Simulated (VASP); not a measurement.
Output of a VASP run:

File OUTCAR:
```
 ion  position               nearest neighbor table
   1  0.000  0.000  0.000-   3 2.72   4 2.72   5 2.72   3 2.72   4 2.72   4 2.72   5 2.72   4 2.72
                             3 2.72   5 2.72   3 2.72   5 2.72   2 3.33   2 3.33   2 3.33   2 3.33
   2  0.500  0.500  0.500-   3 1.92   4 1.92   5 1.92   5 1.92   3 1.92   4 1.92   1 3.33   1 3.33
                             1 3.33   1 3.33   1 3.33   1 3.33   1 3.33   1 3.33
   3  0.500  0.000  0.500-   2 1.92   2 1.92   1 2.72   1 2.72   1 2.72   1 2.72
   4  0.000  0.500  0.500-   2 1.92   2 1.92   1 2.72   1 2.72   1 2.72   1 2.72
   5  0.500  0.500  0.000-   2 1.92   2 1.92   1 2.72   1 2.72   1 2.72   1 2.72
  LATTYP: Found a simple cubic cell.
 ALAT       =     3.8486953990
 Subroutine PRICEL returns:
 Original cell was already a primitive cell.
 Subroutine GETGRP returns: Found 48 space group operations
The static configuration has the point symmetry O_h .
The dynamic configuration has the point symmetry O_h .
 Subroutine INISYM returns: Found 48 space group operations
 Subroutine IBZKPT returns following result:
 Found     20 irreducible k-points:

 Following reciprocal coordinates:
            Coordinates               Weight
  0.000000  0.000000  0.000000      1.000000
  0.142857  0.000000  0.000000      6.000000
  0.285714  0.000000  0.000000      6.000000
  0.428571  0.000000  0.000000      6.000000
  0.142857  0.142857  0.000000     12.000000
  0.285714  0.142857  0.000000     24.000000
  0.428571  0.142857  0.000000     24.000000
  0.285714  0.285714  0.000000     12.000000
  0.428571  0.285714  0.000000     24.000000
  0.428571  0.428571  0.000000     12.000000
  0.142857  0.142857  0.142857      8.000000
  0.285714  0.142857  0.142857     24.000000
  0.428571  0.142857  0.142857     24.000000
  0.285714  0.285714  0.142857     24.000000
  0.428571  0.285714  0.142857     48.000000
  0.428571  0.428571  0.142857     24.000000
  0.285714  0.285714  0.285714      8.000000
  0.428571  0.285714  0.285714     24.000000
  0.428571  0.428571  0.285714     24.000000
  0.428571  0.428571  0.428571      8.000000
   k-points           NKPTS =     20   k-points in BZ     NKDIM =     20   number of bands    NBANDS=     24
   number of dos      NEDOS =    301   number of ions     NIONS =      5
   total plane-waves  NPLWV =  27000
   dimension x,y,z NGX =    30 NGY =   30 NGZ =   30
   dimension x,y,z NGXF=    60 NGYF=   60 NGZF=   60
   ions per type =               1   1   3
   PREC   = accura    normal or accurate (medium, high low for compatibility)
   ISTART =      0    job   : 0-new  1-cont  2-samecut
   ICHARG =      2    charge: 1-file 2-atom 10-const
   ISPIN  =      1    spin polarized calculation?
   LNONCOLLINEAR =      F non collinear calculations
   LSORBIT =      F    spin-orbit coupling
   INIWAV =      1    electr: 0-lowe 1-rand  2-diag
   ENCUT  =  520.0 eV  38.22 Ry    6.18 a.u.   7.16  7.16  7.16*2*pi/ulx,y,z
   NELM   =    100;   NELMIN=  2; NELMDL= -5     # of ELM steps
   EDIFF  = 0.1E-05   stopping-criterion for ELM
   LREAL  =      F    real-space projection
   NLSPLINE    = F    spline interpolate recip. space projectors
   LMAXMIX     =    4 max onsite mixed and CHGCAR
   VOSKOWN=      0    Vosko Wilk Nusair interpolation
   EDIFFG = -.2E-01   stopping-criterion for IOM
   NSW    =     60    number of steps for IOM
   NBLOCK =      1;   KBLOCK =     60    inner block; outer block
   IBRION =      2    ionic relax: 0-MD 1-quasi-New 2-CG
   NFREE  =      1    steps in history (QN), initial steepest desc. (CG)
   ISIF   =      3    stress and relaxation
   ISYM   =      2    0-nonsym 1-usesym 2-fastsym
   TEIN   =    0.0    initial temperature
   TEBEG  =    0.0;   TEEND  =   0.0 temperature during run
   SMASS  =  -3.00    Nose mass-parameter (am)
   PSTRESS=    0.0 pullay stress
   NELECT =      41.0000    total number of electrons
   EFERMI =   0.00;   METHOD = LEGACY
   ISMEAR =     1;   SIGMA  =   0.10  broadening in eV -4-tet -1-fermi 0-gaus
   IALGO  =     38    algorithm
   LDIAG  =      T    sub-space diagonalisation (order eigenvalues)
   IMIX   =      4    mixing-type and parameters
     AMIX     =   0.40;   BMIX     =  1.00
     AMIX_MAG =   1.60;   BMIX_MAG =  1.00
...
```

File OSZICAR:
```
       N       E                     dE             d eps       ncg     rms          rms(c)
DAV:   1     0.469624858799E+03    0.46962E+03   -0.24171E+04   960   0.179E+03
DAV:   2    -0.141126944350E+02   -0.48374E+03   -0.47980E+03  1232   0.491E+02
DAV:   3    -0.401194214723E+02   -0.26007E+02   -0.25908E+02  1024   0.128E+02
DAV:   4    -0.408895802413E+02   -0.77016E+00   -0.77000E+00  1632   0.191E+01
DAV:   5    -0.408976959909E+02   -0.81157E-02   -0.81157E-02  1160   0.156E+00    0.382E+01
DAV:   6    -0.317879759863E+02    0.91097E+01   -0.10227E+02  1328   0.752E+01    0.197E+01
DAV:   7    -0.306934126746E+02    0.10946E+01   -0.36502E+01  1104   0.541E+01    0.178E+01
DAV:   8    -0.299118357291E+02    0.78158E+00   -0.31748E+00  1056   0.159E+01    0.593E+00
DAV:   9    -0.299110266168E+02    0.80911E-03   -0.90780E-01  1240   0.711E+00    0.238E+00
DAV:  10    -0.298810564030E+02    0.29970E-01   -0.47726E-01  1088   0.626E+00    0.104E+00
DAV:  11    -0.298724442564E+02    0.86121E-02   -0.67536E-02  1048   0.225E+00    0.282E-01
DAV:  12    -0.298722898599E+02    0.15440E-03   -0.33884E-03  1208   0.497E-01    0.113E-01
DAV:  13    -0.298722101299E+02    0.79730E-04   -0.28653E-04  1144   0.108E-01    0.498E-02
DAV:  14    -0.298721846173E+02    0.25513E-04   -0.30624E-04  1072   0.104E-01    0.223E-02
DAV:  15    -0.298721840520E+02    0.56534E-06   -0.60910E-05  1072   0.695E-02    0.212E-02
DAV:  16    -0.298721821562E+02    0.18958E-05   -0.89333E-06  1000   0.279E-02    0.522E-03
DAV:  17    -0.298721820975E+02    0.58710E-07   -0.31193E-07   504   0.435E-03
   1 F= -.29872182E+02 E0= -.29871152E+02  d E =-.298722E+02
```

**OUTCAR**
```
------------------------ aborting loop because EDIFF is reached ----------------------------------------
  FORCE on cell =-STRESS in cart. coord.  units (eV):
  Direction    XX          YY          ZZ          XY          YZ          ZX
  --------------------------------------------------------------------------------------
  Total        0.0146999      0.0146999      0.0146999      0.0000000      0.0000000      0.0000000
  in kB        0.4131282      0.4131282      0.4131282      0.0000000      0.0000000      0.0000000
  external PRESSURE =       0.4131282 kB  Pullay stress =       0.0000000 kB
  volume of cell :       57.01
      direct lattice vectors                 reciprocal lattice vectors
     3.848695399  0.000000000  0.000000000     0.259828304  0.000000000  0.000000000
     0.000000000  3.848695399  0.000000000     0.000000000  0.259828304  0.000000000
     0.000000000  0.000000000  3.848695399     0.000000000  0.000000000  0.259828304
 POSITION                                       TOTAL-FORCE (eV/Angst)
 -----------------------------------------------------------------------------------
      0.00000      0.00000      0.00000         0.000000      0.000000      0.000000
      1.92435      1.92435      1.92435         0.000000      0.000000      0.000000
      1.92435      0.00000      1.92435         0.000000      0.000000      0.000000
      0.00000      1.92435      1.92435         0.000000      0.000000      0.000000
      1.92435      1.92435      0.00000         0.000000      0.000000      0.000000
 -----------------------------------------------------------------------------------
    total drift:                                0.000000      0.000000     -0.000000
  FREE ENERGIE OF THE ION-ELECTRON SYSTEM (eV)
  ---------------------------------------------------
  free  energy   TOTEN  =       -29.8721820975 eV

  energy  without entropy=      -29.8690909958  energy(sigma->0) =      -29.87115173

 reached required accuracy - stopping structural energy minimisation
```
(Selected blocks of OUTCAR.)

POSCAR:
```
SrVO3
1
    3.8486953990     0.0000000000    -0.0000000000
   -0.0000000000     3.8486953990     0.0000000000
    0.0000000000     0.0000000000     3.8486953990
Sr V O
1 1 3
Direct
  0.0000000000   0.0000000000   0.0000000000
  0.5000000000   0.5000000000   0.5000000000
  0.5000000000   0.0000000000   0.5000000000
  0.0000000000   0.5000000000   0.5000000000
  0.5000000000   0.5000000000   0.0000000000
```

**Question.** Write an INCAR and KPOINTS that could have produced this output.

**Answer.** Several could match; the one computed here: the input of the run itself, optB88-vdW, plane waves, VASP's PBE PAW potentials (set 64).

### KPOINTS
```
Regular mesh
0
gamma
7 7 7
```

**INCAR**
```
! general
SYSTEM   = SrVO3
PREC     = Accurate
ENCUT    = 520
LREAL    = F
LASPH    = T

! electronic loop
EDIFF    = 1E-6
NELM     = 100
ALGO     = Normal
LMAXMIX  = 4

! smearing
ISMEAR   = 1
SIGMA    = 0.1

! functional
GGA      = BO
LUSE_VDW = T
AGGAC    = 0.0
PARAM1   = 0.1833333333
PARAM2   = 0.22

! ions
IBRION   = 2
NSW      = 60
ISIF     = 3
EDIFFG   = -0.02

! output
LWAVE    = F
LCHARG   = F
```

POTCAR, in this order: Sr_sv V_sv O (PBE.64 set). Program: vasp_std.

The compound is SrVO3 in the cubic perovskite structure. It was relaxed first. The start is the result of an earlier pass. The run is not spin-polarised, so no magnetic state was tried. The electron count is odd and the run is not spin-polarised, which forces a metal.
